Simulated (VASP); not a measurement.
Wanted: the native input for a VASP 6.6.1 run.

```yaml
Task: single point
Functional: HSE(alpha, omega)
Potentials_or_basis: VASP PAW PBE potentials, release 64 (Ga_d, B)
Cutoff: 520 eV
k_mesh: 5 × 5 × 4
Occupations: fermi-dirac, width 0.05 eV
Spin: no spin polarisation
Share_of_exact_exchange: 0.15
Grid_for_exact_exchange_PRECFOCK: Fast
Further_INCAR_settings: ALGO = Normal; EDIFF = 1e-06; NBANDS = 15
```

GaB:

```
Ga B
1.0
     2.71824    0.00000    0.00000
     0.00000    2.71824    0.00000
     0.00000    0.00000    3.23621
Ga B
1 1
Direct
  0.50000 0.50000 0.50000
  0.00000 0.00000 0.00000
```

The cell was built by a generator and needn't be a form met in nature.

These files were run (other wordings do the same):

POSCAR

```
GaB
1.0
    2.7182400000      0.0000000000      0.0000000000
    0.0000000000      2.7182400000      0.0000000000
    0.0000000000      0.0000000000      3.2362100000
Ga B
1 1
Direct
    0.5000000000      0.5000000000      0.5000000000
    0.0000000000      0.0000000000      0.0000000000
```

INCAR.step1

```
ALGO     = Normal         # electronic algorithm
EDIFF    = 1E-5           # SCF threshold, eV
ENCUT    = 520            # plane-wave cutoff, eV
GGA      = PE             # functional
ISIF     = 2              # what is computed and relaxed
ISMEAR   = -1             # smearing method
LASPH    = T              # aspherical terms in the spheres
LCHARG   = F              # write CHGCAR
LREAL    = F              # projectors in reciprocal space
LWAVE    = T              # write WAVECAR
NBANDS   = 15             # bands
NELM     = 80             # most SCF steps
PREC     = Accurate       # precision mode
SIGMA    = 0.05           # smearing width, eV
```

INCAR.step2

```
AEXX     = 0.15           # exact-exchange fraction
ALGO     = Normal         # electronic algorithm
EDIFF    = 1E-6           # SCF threshold, eV
ENCUT    = 520            # plane-wave cutoff, eV
GGA      = PE             # functional
HFSCREEN = 0.2            # screening, 1/A
ISIF     = 2              # what is computed and relaxed
ISMEAR   = -1             # smearing method
ISTART   = 1            
LASPH    = T              # aspherical terms in the spheres
LCHARG   = F              # write CHGCAR
LHFCALC  = T              # exact exchange
LREAL    = F              # projectors in reciprocal space
LWAVE    = F              # write WAVECAR
NBANDS   = 15             # bands
NELM     = 80             # most SCF steps
PREC     = Accurate       # precision mode
PRECFOCK = Fast         
SIGMA    = 0.05           # smearing width, eV
```

KPOINTS

```
k-points
0
Gamma
  5 5 4
```

Potentials or basis: VASP PAW PBE potentials, release 64 (Ga_d, B).

Launch:

```sh
$ cat potpaw_PBE.64/Ga_d/POTCAR potpaw_PBE.64/B/POTCAR > POTCAR
$ cp INCAR.step1 INCAR
$ mpirun -np 1 vasp_std > vasp.out
$ cp INCAR.step2 INCAR
$ mpirun -np 1 vasp_std > vasp.out
```

Results of the run:

| Quantity | Value |
| --- | --- |
| Pressure | -3.0 GPa |
| Band gap on the k mesh | none (metal or under the smearing width) |

Caveat: the k mesh is coarse (spacing up to 0.49 Å⁻¹), so the values aren't converged, least of all with exact exchange; the PAW data sets were made with another functional, which shifts forces and pressure a little.

It took 3.1 min on 1 thread of AMD EPYC 9R45 (Zen 5), with other jobs on the host, peak memory 0.2 GiB.
